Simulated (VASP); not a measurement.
Method: PBE GGA, VASP's PBE PAW potentials (set 64) (plane waves; VASP 6.6.1).

The input files of a VASP run:

File KPOINTS:
```
Automatic mesh
0
Gamma
14 14 14
0 0 0
```

**INCAR**
```
ALGO = Normal
EDIFF = 1E-7
ENCUT = 530
GGA = PE
IBRION = 6
ISIF = 3
ISMEAR = 1
LASPH = .TRUE.
LCHARG = .FALSE.
LMAXMIX = 6
LREAL = .FALSE.
LWAVE = .FALSE.
NELM = 100
NFREE = 2
NSW = 1
POTIM = 0.015
PREC = Accurate
SIGMA = 0.1
SYSTEM = Pt
```

File POSCAR:
```
Pt
1
    0.0000000000     1.9829815263     1.9829815263
    1.9829815263     0.0000000000     1.9829815263
    1.9829815263     1.9829815263     0.0000000000
Pt
1
Direct
  0.0000000000   0.0000000000   0.0000000000
```

POTCAR, in this order: Pt (PBE.64 set). Program: vasp_std.

Output

OSZICAR:
```
...
DAV:   3    -0.610076567443E+01    0.40002E-02   -0.20427E-02  4807   0.117E+00    0.485E-01
DAV:   4    -0.610150106827E+01   -0.73539E-03   -0.15171E-03  4881   0.303E-01    0.483E-02
DAV:   5    -0.610170238314E+01   -0.20131E-03   -0.59229E-05  6156   0.605E-02    0.193E-02
DAV:   6    -0.610173302033E+01   -0.30637E-04   -0.21878E-06  4723   0.126E-02    0.439E-03
DAV:   7    -0.610173721369E+01   -0.41934E-05   -0.99582E-08  2533   0.274E-03    0.108E-03
DAV:   8    -0.610173812485E+01   -0.91116E-06   -0.11718E-08  2293   0.106E-03    0.762E-05
DAV:   9    -0.610173808596E+01    0.38884E-07   -0.79043E-10  2269   0.272E-04
   6 F= -.61017381E+01 E0= -.61018461E+01  d E =0.323933E-03
       N       E                     dE             d eps       ncg     rms          rms(c)
DAV:   1    -0.619836410467E+01   -0.96626E-01   -0.27832E+00  4503   0.168E+01    0.213E+00
DAV:   2    -0.611064161244E+01    0.87722E-01   -0.23078E-01  4507   0.428E+00    0.778E-01
DAV:   3    -0.610171681448E+01    0.89248E-02   -0.30969E-02  4792   0.144E+00    0.388E-01
DAV:   4    -0.610143814615E+01    0.27867E-03   -0.20824E-03  4926   0.384E-01    0.577E-02
DAV:   5    -0.610145137738E+01   -0.13231E-04   -0.42510E-05  5140   0.610E-02    0.286E-02
DAV:   6    -0.610145766469E+01   -0.62873E-05   -0.55712E-06  4935   0.212E-02    0.435E-03
DAV:   7    -0.610145757728E+01    0.87411E-07   -0.61583E-08  4397   0.259E-03
   7 F= -.61014576E+01 E0= -.61015420E+01  d E =0.253375E-03
       N       E                     dE             d eps       ncg     rms          rms(c)
DAV:   1    -0.613589761855E+01   -0.34440E-01   -0.13002E+00 13932   0.110E+01    0.110E+00
DAV:   2    -0.610787443294E+01    0.28023E-01   -0.70297E-02 14293   0.237E+00    0.478E-01
DAV:   3    -0.610460324828E+01    0.32712E-02   -0.96436E-03 15310   0.795E-01    0.247E-01
DAV:   4    -0.610441606107E+01    0.18719E-03   -0.70261E-04 15602   0.221E-01    0.454E-02
DAV:   5    -0.610441917157E+01   -0.31105E-05   -0.18934E-05 17638   0.354E-02    0.875E-03
DAV:   6    -0.610441909409E+01    0.77480E-07   -0.81632E-07 14660   0.836E-03
   8 F= -.61044191E+01 E0= -.61045285E+01  d E =0.328160E-03
       N       E                     dE             d eps       ncg     rms          rms(c)
DAV:   1    -0.612903877201E+01   -0.24620E-01   -0.87654E-01 13827   0.784E+00    0.830E-01
DAV:   2    -0.610934837255E+01    0.19690E-01   -0.21767E-02 14533   0.118E+00    0.359E-01
DAV:   3    -0.610456028481E+01    0.47881E-02   -0.11110E-02 15110   0.763E-01    0.161E-01
DAV:   4    -0.610441854282E+01    0.14174E-03   -0.30676E-04 15927   0.173E-01    0.187E-02
DAV:   5    -0.610441899459E+01   -0.45178E-06   -0.45412E-06 15441   0.173E-02    0.988E-03
DAV:   6    -0.610441912737E+01   -0.13278E-06   -0.24621E-07 13946   0.441E-03    0.102E-03
DAV:   7    -0.610441912194E+01    0.54350E-08   -0.89504E-09  7045   0.919E-04
   9 F= -.61044191E+01 E0= -.61045284E+01  d E =0.327915E-03
       N       E                     dE             d eps       ncg     rms          rms(c)
DAV:   1    -0.607431815926E+01    0.30101E-01   -0.81811E-01 13894   0.754E+00    0.507E-01
DAV:   2    -0.608099919784E+01   -0.66810E-02   -0.87445E-03 14678   0.783E-01    0.248E-01
DAV:   3    -0.609583309891E+01   -0.14834E-01   -0.63019E-03 15001   0.575E-01    0.108E-01
DAV:   4    -0.610335854405E+01   -0.75254E-02   -0.69623E-04 15701   0.208E-01    0.292E-02
DAV:   5    -0.610422053649E+01   -0.86199E-03   -0.15174E-05 16877   0.350E-02    0.146E-02
DAV:   6    -0.610442088324E+01   -0.20035E-03   -0.87495E-07 15147   0.825E-03    0.935E-04
DAV:   7    -0.610442089542E+01   -0.12183E-07   -0.23904E-08  7269   0.158E-03
  10 F= -.61044209E+01 E0= -.61045302E+01  d E =0.327925E-03
       N       E                     dE             d eps       ncg     rms          rms(c)
DAV:   1    -0.612903651394E+01   -0.24616E-01   -0.90200E-01 13898   0.795E+00    0.829E-01
DAV:   2    -0.610934715110E+01    0.19689E-01   -0.21795E-02 14349   0.118E+00    0.359E-01
DAV:   3    -0.610456016346E+01    0.47870E-02   -0.11108E-02 15102   0.763E-01    0.161E-01
DAV:   4    -0.610441850981E+01    0.14165E-03   -0.30919E-04 16048   0.174E-01    0.183E-02
DAV:   5    -0.610441901899E+01   -0.50918E-06   -0.46960E-06 15547   0.175E-02    0.963E-03
DAV:   6    -0.610441913301E+01   -0.11401E-06   -0.25637E-07 13969   0.451E-03    0.105E-03
DAV:   7    -0.610441912617E+01    0.68428E-08   -0.90720E-09  7113   0.925E-04
  11 F= -.61044191E+01 E0= -.61045284E+01  d E =0.327916E-03
       N       E                     dE             d eps       ncg     rms          rms(c)
DAV:   1    -0.611875188650E+01   -0.14333E-01   -0.76642E-01 14070   0.725E+00    0.522E-01
DAV:   2    -0.610949306627E+01    0.92588E-02   -0.84212E-03 14649   0.793E-01    0.250E-01
DAV:   3    -0.610515402650E+01    0.43390E-02   -0.59116E-03 15140   0.581E-01    0.114E-01
DAV:   4    -0.610445078286E+01    0.70324E-03   -0.81282E-04 15546   0.219E-01    0.234E-02
DAV:   5    -0.610442198331E+01    0.28800E-04   -0.13719E-05 16771   0.351E-02    0.135E-02
DAV:   6    -0.610441713705E+01    0.48463E-05   -0.10209E-06 15267   0.823E-03    0.536E-04
DAV:   7    -0.610441822059E+01   -0.10835E-05   -0.18030E-08  7246   0.137E-03    0.296E-04
DAV:   8    -0.610441874246E+01   -0.52187E-06   -0.84754E-10  6960   0.314E-04    0.871E-05
DAV:   9    -0.610441904761E+01   -0.30515E-06   -0.14442E-10  6899   0.111E-04    0.962E-06
DAV:  10    -0.610441907939E+01   -0.31773E-07   -0.17119E-11  6851   0.375E-05
  12 F= -.61044191E+01 E0= -.61045284E+01  d E =0.327922E-03
       N       E                     dE             d eps       ncg     rms          rms(c)
DAV:   1    -0.612903329526E+01   -0.24614E-01   -0.89141E-01 14095   0.789E+00    0.830E-01
DAV:   2    -0.610934545232E+01    0.19688E-01   -0.21862E-02 14482   0.118E+00    0.359E-01
DAV:   3    -0.610456006927E+01    0.47854E-02   -0.11139E-02 15131   0.763E-01    0.162E-01
DAV:   4    -0.610441853989E+01    0.14153E-03   -0.30948E-04 16056   0.174E-01    0.185E-02
DAV:   5    -0.610441901736E+01   -0.47748E-06   -0.46280E-06 15536   0.173E-02    0.976E-03
DAV:   6    -0.610441913177E+01   -0.11440E-06   -0.25132E-07 14029   0.448E-03    0.947E-04
DAV:   7    -0.610441912502E+01    0.67473E-08   -0.81135E-09  7172   0.874E-04
  13 F= -.61044191E+01 E0= -.61045284E+01  d E =0.327916E-03
       N       E                     dE             d eps       ncg     rms          rms(c)
DAV:   1    -0.607767455893E+01    0.26745E-01   -0.15920E+00  1898   0.973E+00    0.277E-01
DAV:   2    -0.608688924876E+01   -0.92147E-02   -0.15385E-02  2146   0.131E+00    0.175E-01
DAV:   3    -0.610501471027E+01   -0.18125E-01   -0.78728E-03  2091   0.576E-01    0.259E-02
DAV:   4    -0.610512241096E+01   -0.10770E-03   -0.99349E-05  2238   0.102E-01    0.110E-02
DAV:   5    -0.610516994066E+01   -0.47530E-04   -0.66145E-07  2168   0.829E-03    0.795E-04
DAV:   6    -0.610517125682E+01   -0.13162E-05   -0.64383E-09  1296   0.849E-04    0.369E-04
DAV:   7    -0.610517121622E+01    0.40608E-07   -0.52484E-10  1019   0.230E-04
  14 F= -.61051712E+01 E0= -.61052931E+01  d E =0.365517E-03
       N       E                     dE             d eps       ncg     rms          rms(c)
DAV:   1    -0.610237734232E+01    0.27939E-02   -0.46938E+00  1872   0.156E+01    0.131E-01
DAV:   2    -0.610559446406E+01   -0.32171E-02   -0.34931E-02  1978   0.207E+00    0.817E-02
DAV:   3    -0.610517174332E+01    0.42272E-03   -0.16072E-03  2007   0.320E-01    0.454E-03
DAV:   4    -0.610517143410E+01    0.30922E-06   -0.13512E-05  2164   0.370E-02    0.268E-03
DAV:   5    -0.610517125302E+01    0.18108E-06   -0.30853E-07  2026   0.476E-03    0.673E-04
DAV:   6    -0.610517120472E+01    0.48297E-07   -0.15312E-08  1076   0.112E-03
  15 F= -.61051712E+01 E0= -.61052930E+01  d E =0.365520E-03
```

File OUTCAR:
```
------------------------ aborting loop because EDIFF is reached ----------------------------------------
  FORCE on cell =-STRESS in cart. coord.  units (eV):
  Direction    XX          YY          ZZ          XY          YZ          ZX
  --------------------------------------------------------------------------------------
  Total        0.0029263      0.0029263      0.0029263      0.0000000      0.0000000     -0.0000000
  in kB        0.3006352      0.3006352      0.3006352      0.0000000      0.0000000     -0.0000000
  external PRESSURE =       0.3006352 kB  Pullay stress =       0.0000000 kB
  volume of cell :       15.60
      direct lattice vectors                 reciprocal lattice vectors
     0.000000000  1.982981526  1.982981526    -0.252145566  0.252145566  0.252145566
     1.982981526  0.000000000  1.982981526     0.252145566 -0.252145566  0.252145566
     1.982981526  1.982981526  0.000000000     0.252145566  0.252145566 -0.252145566
 POSITION                                       TOTAL-FORCE (eV/Angst)
 -----------------------------------------------------------------------------------
     -0.01500      0.00000      0.00000         0.000000      0.000000      0.000000
 -----------------------------------------------------------------------------------
    total drift:                                0.000011      0.000000      0.000000
  FREE ENERGIE OF THE ION-ELECTRON SYSTEM (eV)
  ---------------------------------------------------
  free  energy   TOTEN  =        -6.1051712047 eV

  energy  without entropy=       -6.1055367244  energy(sigma->0) =       -6.10529304

   1 f/i=    0.000000 THz     0.000000 2PiTHz    0.000000 cm-1     0.000000 meV
             X         Y         Z           dx          dy          dz
      0.000000  0.000000  0.000000    -0.941574   -0.336805    0.000000

   2 f/i=    0.000000 THz     0.000000 2PiTHz    0.000000 cm-1     0.000000 meV
             X         Y         Z           dx          dy          dz
      0.000000  0.000000  0.000000     0.000000    0.000000    1.000000

   3 f/i=    0.000000 THz     0.000000 2PiTHz    0.000000 cm-1     0.000000 meV
             X         Y         Z           dx          dy          dz
      0.000000  0.000000  0.000000     0.336805   -0.941574    0.000000

 ELASTIC MODULI CONTR FROM IONIC RELAXATION (kBar)
 Direction    XX          YY          ZZ          XY          YZ          ZX
 --------------------------------------------------------------------------------
 XX           0.0000      0.0000      0.0000      0.0000      0.0000      0.0000
 YY           0.0000      0.0000      0.0000      0.0000      0.0000      0.0000
 ZZ           0.0000      0.0000      0.0000      0.0000      0.0000      0.0000
 XY           0.0000      0.0000      0.0000      0.0000      0.0000      0.0000
 YZ           0.0000      0.0000      0.0000      0.0000      0.0000      0.0000
 ZX           0.0000      0.0000      0.0000      0.0000      0.0000      0.0000
 --------------------------------------------------------------------------------

 TOTAL ELASTIC MODULI (kBar)
 Direction    XX          YY          ZZ          XY          YZ          ZX
 --------------------------------------------------------------------------------
 XX        3251.5077   2144.2403   2144.2403     -0.0000     -0.0000      0.0000
 YY        2144.2403   3251.5077   2144.2403     -0.0000      0.0000      0.0000
 ZZ        2144.2403   2144.2403   3251.5077     -0.0000     -0.0000      0.0000
 XY          -0.0000     -0.0000     -0.0000    692.2002      0.0000     -0.0000
 YZ          -0.0000      0.0000     -0.0000      0.0000    692.2002      0.0000
 ZX           0.0000      0.0000      0.0000     -0.0000      0.0000    692.2002
 --------------------------------------------------------------------------------
```
(Selected blocks of OUTCAR.)

Finite-difference elastic constants of metals are sensitive to mesh and smearing; shear constants can be off by tens of GPa.

The compound is Pt in the fcc structure. It was relaxed first.
